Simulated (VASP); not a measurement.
```
ZrC
1.0
    0.00000     2.34887     2.34887
    2.34887     0.00000     2.34887
    2.34887     2.34887     0.00000
Zr C
1 1
Direct
  0.00000   0.00000   0.00000
  0.50000   0.50000   0.50000
```

These are MS2 meta-GGA, VASP's PBE PAW potentials (set 64) (plane waves; VASP 6.6.1) values and carry that method's errors. Settings: 520 eV cut-off, 15×15×15 Γ-centred mesh, tetrahedra with Blöchl corrections, potentials Zr_sv C.

Problem. Give the energies of bands 6 to 11 at the high-symmetry points, in eV from the Fermi level.

Solution. 
```tsv
band	Γ	X	U	L	W
6	0.90	-2.26	-3.17	-5.48	-2.75
7	0.90	-1.74	-2.46	-3.03	-2.49
8	0.90	-0.03	-1.66	-3.03	-2.49
9	1.20	-0.03	1.58	4.68	3.42
10	1.20	4.70	5.06	4.68	3.42
11	1.20	5.85	5.60	5.56	5.86
```

It has no gap at this level: it comes out as a metal or semimetal.

The compound is ZrC in the rock salt structure. It was relaxed first.
